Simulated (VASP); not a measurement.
An input for Quantum ESPRESSO's pw.x (written as the equivalent of a VASP run, and not itself run):

```
&CONTROL
  calculation = 'scf'
  pseudo_dir = './pseudo'
  outdir = './out'
  tprnfor = .true.
  tstress = .true.
/
&SYSTEM
  ibrav = 0
  nat = 3
  ntyp = 3
  ecutwfc = 80
  occupations = 'smearing'
  smearing = 'methfessel-paxton'
  degauss = 0.00735
  input_dft = 'pbesol'
/
&ELECTRONS
  conv_thr = 7.3e-09
  electron_maxstep = 100
/
ATOMIC_SPECIES
  Ca 40.078 Ca.upf
  Ga 69.723 Ga.upf
  Si 28.085 Si.upf
CELL_PARAMETERS angstrom
     4.0995081    0.0000000    0.0000000
    -2.0497541    3.5502781   -0.0000000
     0.0000000    0.0000000    4.2878320
ATOMIC_POSITIONS crystal
  Ca   0.6666670  0.3333330  0.0000000
  Ga   0.0000000  0.0000000  0.5000000
  Si   0.3333330  0.6666670  0.5000000
K_POINTS automatic
  8 8 8 0 0 0
```

**Question.** Translate this input to VASP (INCAR, KPOINTS, POSCAR, choice of POTCAR).

**Answer.** This is not unique; one that fits is 
**INCAR**
```
! general
SYSTEM  = CaGaSi
PREC    = Accurate
ENCUT   = 480   ! plane-wave cut-off (eV)
LREAL   = .FALSE.   ! projection in real space or not
LASPH   = .TRUE.   ! aspherical one-centre terms

! electronic loop
EDIFF   = 1E-7
NELM    = 100   ! most electronic steps
ALGO    = Normal   ! blocked Davidson
LMAXMIX = 4

! smearing
ISMEAR  = 1
SIGMA   = 0.1   ! width (eV)

! functional
GGA     = PS   ! PBEsol

! ions
ISIF    = 2   ! forces and stress, cell fixed

! output
LWAVE   = .FALSE.
LCHARG  = .FALSE.
```

### POSCAR
```
CaGaSi
4.0995080
  1.0000000263   0.0000000000   0.0000000000
 -0.5000000132   0.8660254080   0.0000000000
  0.0000000000   0.0000000000   1.0459382057
Ca Ga Si
1 1 1
direct
  0.6666670000   0.3333330000   0.0000000000
  0.0000000000   0.0000000000   0.5000000000
  0.3333330000   0.6666670000   0.5000000000
```

### KPOINTS
```
Automatic mesh
0
Gamma
8 8 8
0 0 0
```

POTCAR, in this order: Ca_sv Ga_d Si (PBE.64 set). Program: vasp_std.

The two are equivalent in intent, not identical: the potentials are each code's own (VASP's PAW set, PseudoDojo norm-conserving files in pw.x), so ENCUT and ecutwfc are chosen apart and not converted; conv_thr bounds pw.x's estimated SCF error, while EDIFF bounds the energy change between steps.

The structure comes from a computed database's CaGaSi entry (P-6m2); how it stands against other phases isn't given here. It was relaxed first.
